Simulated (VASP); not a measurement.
Input:

```
CELL_PARAMETERS angstrom
      0.00000     2.32836     2.32836
      2.32836     0.00000     2.32836
      2.32836     2.32836     0.00000
ATOMIC_POSITIONS crystal
  B  0.00000 0.00000 0.00000
  P  0.25000 0.25000 0.25000
```

Method: PBEsol GGA, VASP's PBE PAW potentials (set 64) (plane waves; VASP 6.6.1). Settings: 600 eV cut-off, 10×10×10 Γ-centred mesh, Gaussian smearing of 0.050 eV, potentials B P.

**Question.** What does the run give for the energy per atom (σ→0), pressure?

**Answer.** 
- energy per atom (σ→0): -6.792 eV/atom
- pressure: -12.67 GPa

Total energies compare only between runs with the same potentials, cut-off and functional.

The compound is BP in the zinc blende structure. This cell was strained or had an atom moved on purpose.
